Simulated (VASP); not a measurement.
Method: r2SCAN meta-GGA, VASP's PBE PAW potentials (set 64) (plane waves; VASP).

Input for VASP

File POSCAR:
```
SrCl2
1
    0.0000000000     3.4979229415     3.3929852533
    3.4979229415     0.0000000000     3.3929852533
    3.4979229415     3.4979229415     0.0000000000
Sr Cl
1 2
Direct
  0.0000000000   0.0000000000   0.0000000000
  0.2500000000   0.2500000000   0.2500000000
  0.7500000000   0.7500000000   0.7500000000
```

**INCAR**
```
ALGO  =  Normal   ! blocked Davidson
LWAVE  =  F
NELM  =  100   ! most electronic steps
LMIXTAU  =  T
LMAXMIX  =  4   ! l cut-off of mixed one-centre charges
ENCUT  =  480   ! plane-wave cut-off (eV)
ISMEAR  =  0
LREAL  =  F   ! projection in real space or not
EDIFF  =  1E-7
PREC  =  Accurate
ISIF  =  2
METAGGA  =  R2SCAN
LCHARG  =  F
SYSTEM  =  SrCl2
LASPH  =  T   ! aspherical one-centre terms
SIGMA  =  0.05   ! width (eV)
```

KPOINTS:
```
kpoints
0
gamma
 6 6 6
0 0 0
```

POTCAR, in this order: Sr_sv Cl (PBE.64 set). Program: vasp_std.

What VASP printed:

### OSZICAR
```
       N       E                     dE             d eps       ncg     rms          rms(c)
DAV:   1     0.120337936603E+03    0.12034E+03   -0.11444E+04   960   0.129E+03
DAV:   2    -0.335782579511E+02   -0.15392E+03   -0.15130E+03  1288   0.251E+02
DAV:   3    -0.422922808124E+02   -0.87140E+01   -0.87032E+01  1416   0.641E+01
DAV:   4    -0.425591575985E+02   -0.26688E+00   -0.26673E+00  1552   0.907E+00
DAV:   5    -0.425629512843E+02   -0.37937E-02   -0.37933E-02  1440   0.976E-01    0.124E+01
DAV:   6    -0.360874551570E+02    0.64755E+01   -0.23901E+00  1616   0.118E+01    0.872E+00
DAV:   7    -0.348839830793E+02    0.12035E+01   -0.10181E+00  1544   0.101E+01    0.113E+00
DAV:   8    -0.356831732508E+02   -0.79919E+00   -0.10843E+00  1384   0.951E+00    0.211E+00
DAV:   9    -0.350734865349E+02    0.60969E+00   -0.11906E-01  1280   0.434E+00    0.156E+00
DAV:  10    -0.351665356233E+02   -0.93049E-01   -0.15969E-02  1528   0.148E+00    0.134E+00
DAV:  11    -0.356188456507E+02   -0.45231E+00   -0.20784E-01   976   0.481E+00    0.537E-01
DAV:  12    -0.356646614521E+02   -0.45816E-01   -0.24390E-02  1080   0.172E+00    0.309E-01
DAV:  13    -0.356288284920E+02    0.35833E-01   -0.29978E-02   960   0.213E+00    0.615E-01
DAV:  14    -0.356623293723E+02   -0.33501E-01   -0.16205E-02   960   0.160E+00    0.231E-01
DAV:  15    -0.356733241916E+02   -0.10995E-01   -0.23241E-03   976   0.576E-01    0.138E-01
DAV:  16    -0.356734853810E+02   -0.16119E-03   -0.48368E-05  1560   0.668E-02    0.105E-01
DAV:  17    -0.356738443606E+02   -0.35898E-03   -0.75080E-05  1040   0.120E-01    0.526E-02
DAV:  18    -0.356740453828E+02   -0.20102E-03   -0.71445E-05  1056   0.942E-02    0.253E-02
DAV:  19    -0.356740950194E+02   -0.49637E-04   -0.29515E-05  1048   0.643E-02    0.148E-02
DAV:  20    -0.356740987414E+02   -0.37220E-05   -0.11232E-05  1128   0.373E-02    0.976E-03
DAV:  21    -0.356741010372E+02   -0.22958E-05   -0.11573E-06  1560   0.984E-03    0.663E-03
DAV:  22    -0.356741012221E+02   -0.18485E-06   -0.16551E-07   872   0.541E-03    0.543E-03
DAV:  23    -0.356741032368E+02   -0.20147E-05   -0.85120E-07  1056   0.999E-03    0.939E-04
DAV:  24    -0.356741031247E+02    0.11208E-06   -0.88845E-08   896   0.419E-03    0.758E-04
DAV:  25    -0.356741030849E+02    0.39800E-07   -0.73014E-08   808   0.363E-03
   1 F= -.35674103E+02 E0= -.35674103E+02  d E =-.609404E-23
```

File OUTCAR:
```
------------------------ aborting loop because EDIFF is reached ----------------------------------------
  FORCE on cell =-STRESS in cart. coord.  units (eV):
  Direction    XX          YY          ZZ          XY          YZ          ZX
  --------------------------------------------------------------------------------------
  Total        0.3310853      0.3310853      1.2412762      0.0000000     -0.0000000     -0.0000000
  in kB        6.3887818      6.3887818     23.9522636      0.0000000     -0.0000000     -0.0000000
  external PRESSURE =      12.2432757 kB  Pullay stress =       0.0000000 kB
  volume of cell :       83.03
      direct lattice vectors                 reciprocal lattice vectors
     0.000000000  3.497922942  3.392985253    -0.142941971  0.142941971  0.147362857
     3.497922942  0.000000000  3.392985253     0.142941971 -0.142941971  0.147362857
     3.497922942  3.497922942  0.000000000     0.142941971  0.142941971 -0.147362857
 POSITION                                       TOTAL-FORCE (eV/Angst)
 -----------------------------------------------------------------------------------
      0.00000      0.00000      0.00000        -0.000000      0.000000      0.000000
      1.74896      1.74896      1.69649         0.000000      0.000000      0.000000
      5.24688      5.24688      5.08948        -0.000000     -0.000000     -0.000000
 -----------------------------------------------------------------------------------
    total drift:                                0.000000      0.000000      0.000000
  FREE ENERGIE OF THE ION-ELECTRON SYSTEM (eV)
  ---------------------------------------------------
  free  energy   TOTEN  =       -35.6741030849 eV

  energy  without entropy=      -35.6741030849  energy(sigma->0) =      -35.67410308
```
(Selected blocks of OUTCAR.)

File OUTCAR:
```
 val. band max:        0.0707195215   @ k =   0.5000   0.5000   0.0000

 cond. band min:       5.8992673900   @ k =   0.5000   0.0000   0.5000


 Fermi energy:         0.4043036747

 k-point     1 :       0.0000    0.0000    0.0000
  band No.  band energies     occupation
      1     -33.9521      2.00000
      2     -15.3369      2.00000
      3     -15.3285      2.00000
      4     -15.3285      2.00000
      5     -14.0300      2.00000
      6     -13.1031      2.00000
      7      -2.3626      2.00000
      8      -2.2649      2.00000
      9      -2.2649      2.00000
     10      -0.5078      2.00000
     11      -0.5078      2.00000
     12      -0.2544      2.00000
     13       5.9440      0.00000
     14       6.4986      0.00000
     15       6.7555      0.00000
     16       9.5427      0.00000

 k-point     2 :       0.1667    0.0000    0.0000
  band No.  band energies     occupation
      1     -33.9511      2.00000
      2     -15.4493      2.00000
      3     -15.3376      2.00000
      4     -15.3328      2.00000
      5     -13.8460      2.00000
      6     -13.1645      2.00000
      7      -2.2291      2.00000
      8      -2.1658      2.00000
      9      -2.0896      2.00000
     10      -0.7717      2.00000
     11      -0.6513      2.00000
     12      -0.4645      2.00000
     13       6.4941      0.00000
     14       6.7346      0.00000
     15       6.9738      0.00000
     16       8.6373      0.00000

 k-point     3 :       0.3333    0.0000    0.0000
  band No.  band energies     occupation
      1     -33.9492      2.00000
      2     -15.6208      2.00000
      3     -15.3446      2.00000
      4     -15.3412      2.00000
      5     -13.6156      2.00000
      6     -13.2032      2.00000
      7      -1.9280      2.00000
      8      -1.9201      2.00000
      9      -1.7258      2.00000
     10      -1.2721      2.00000
     11      -0.9658      2.00000
     12      -0.8679      2.00000
     13       7.1155      0.00000
...
```

The compound is SrCl2 in the fluorite structure. This cell was strained or had an atom moved on purpose.
